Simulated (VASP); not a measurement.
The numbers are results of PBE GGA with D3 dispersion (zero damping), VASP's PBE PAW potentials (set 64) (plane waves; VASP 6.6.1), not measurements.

VASP ran on this input.

**POSCAR**
```
LiH
1
    0.0000000000     1.9716751219     1.9716751219
    1.9716751219     0.0000000000     1.9716751219
    1.9716751219     1.9716751219     0.0000000000
Li H
1 1
Direct
  0.0000000000   0.0000000000   0.0000000000
  0.5000000000   0.5000000000   0.5000000000
```

**INCAR**
```
SYSTEM  =  LiH
PREC  =  Accurate; ENCUT  =  520; LREAL  =  .FALSE.
LASPH  =  .TRUE.
EDIFF  =  1E-7; NELM  =  100; ALGO  =  Normal
ISMEAR  =  0; SIGMA  =  0.05
GGA  =  PE; IVDW  =  11
ISIF  =  2
LWAVE  =  .FALSE.; LCHARG  =  .FALSE.
```

### KPOINTS
```
kpoints
0
G
12 12 12
0 0 0
```

POTCAR, in this order: Li_sv H (PBE.64 set). Program: vasp_std.

The resulting files:

File OUTCAR:
```
 ion  position               nearest neighbor table
   1  0.000  0.000  0.000-
   2  0.500  0.500  0.500-
  LATTYP: Found a face centered cubic cell.
 ALAT       =     3.9433502438
 Subroutine PRICEL returns:
 Original cell was already a primitive cell.
 Subroutine GETGRP returns: Found 48 space group operations
The static configuration has the point symmetry O_h .
The dynamic configuration has the point symmetry O_h .
 Subroutine INISYM returns: Found 48 space group operations
 Subroutine IBZKPT returns following result:
 Found     72 irreducible k-points:

 Following reciprocal coordinates:
            Coordinates               Weight
  0.000000  0.000000  0.000000      1.000000
  0.083333  0.000000  0.000000      8.000000
  0.166667  0.000000  0.000000      8.000000
  0.250000  0.000000  0.000000      8.000000
  0.333333  0.000000  0.000000      8.000000
  0.416667  0.000000  0.000000      8.000000
  0.500000  0.000000  0.000000      4.000000
  0.083333  0.083333  0.000000      6.000000
  0.166667  0.083333  0.000000     24.000000
  0.250000  0.083333  0.000000     24.000000
  0.333333  0.083333  0.000000     24.000000
  0.416667  0.083333  0.000000     24.000000
  0.500000  0.083333  0.000000     24.000000
 -0.416667  0.083333  0.000000     24.000000
 -0.333333  0.083333  0.000000     24.000000
 -0.250000  0.083333  0.000000     24.000000
 -0.166667  0.083333  0.000000     24.000000
 -0.083333  0.083333  0.000000     12.000000
  0.166667  0.166667  0.000000      6.000000
  0.250000  0.166667  0.000000     24.000000
  0.333333  0.166667  0.000000     24.000000
  0.416667  0.166667  0.000000     24.000000
  0.500000  0.166667  0.000000     24.000000
 -0.416667  0.166667  0.000000     24.000000
...
```

OSZICAR:
```
       N       E                     dE             d eps       ncg     rms          rms(c)
DAV:   1    -0.172547139533E+01   -0.17255E+01   -0.13995E+03   906   0.601E+02
DAV:   2    -0.629940368443E+01   -0.45739E+01   -0.45283E+01  1272   0.640E+01
DAV:   3    -0.636732304199E+01   -0.67919E-01   -0.67919E-01   954   0.761E+00
DAV:   4    -0.636835965306E+01   -0.10366E-02   -0.10366E-02  1254   0.742E-01
DAV:   5    -0.636837415247E+01   -0.14499E-04   -0.14499E-04   972   0.402E-02    0.290E+00
DAV:   6    -0.618406473924E+01    0.18431E+00   -0.15140E-01  1026   0.180E+00    0.147E+00
DAV:   7    -0.612103571236E+01    0.63029E-01   -0.20438E-01  1140   0.231E+00    0.223E-01
DAV:   8    -0.612284348265E+01   -0.18078E-02   -0.53640E-03  1002   0.649E-01    0.440E-02
DAV:   9    -0.612279573815E+01    0.47744E-04   -0.26703E-04  1278   0.966E-02    0.914E-03
DAV:  10    -0.612279006755E+01    0.56706E-05   -0.63317E-06   972   0.223E-02    0.186E-03
DAV:  11    -0.612278891451E+01    0.11530E-05   -0.29977E-07  1212   0.522E-03    0.653E-04
DAV:  12    -0.612278802446E+01    0.89005E-06   -0.12022E-08   510   0.120E-03    0.677E-04
DAV:  13    -0.612278831131E+01   -0.28685E-06   -0.16681E-08   474   0.786E-04    0.548E-05
DAV:  14    -0.612278834593E+01   -0.34626E-07   -0.67211E-10   432   0.237E-04
   1 F= -.63487219E+01 E0= -.63487219E+01  d E =-.174524E-13
```

### OUTCAR
```
------------------------ aborting loop because EDIFF is reached ----------------------------------------
 Edisp (eV)   -0.22593
  FORCE on cell =-STRESS in cart. coord.  units (eV):
  Direction    XX          YY          ZZ          XY          YZ          ZX
  --------------------------------------------------------------------------------------
  Total      -0.11227    -0.11227    -0.11227     0.00000     0.00000     0.00000
  in kB     -11.73386   -11.73386   -11.73386     0.00000     0.00000     0.00000
  external pressure =      -11.73 kB  Pullay stress =        0.00 kB
  volume of cell :       15.33
      direct lattice vectors                 reciprocal lattice vectors
     0.000000000  1.971675122  1.971675122    -0.253591474  0.253591474  0.253591474
     1.971675122  0.000000000  1.971675122     0.253591474 -0.253591474  0.253591474
     1.971675122  1.971675122  0.000000000     0.253591474  0.253591474 -0.253591474
  FREE ENERGIE OF THE ION-ELECTRON SYSTEM (eV)
  ---------------------------------------------------
  free  energy   TOTEN  =        -6.3487218798 eV

  energy  without entropy=       -6.3487218798  energy(sigma->0) =       -6.34872188
```
(Selected blocks of OUTCAR.)

The compound is LiH in the rock salt structure. This cell is one point of a volume scan, at 1.03 of the reference volume.
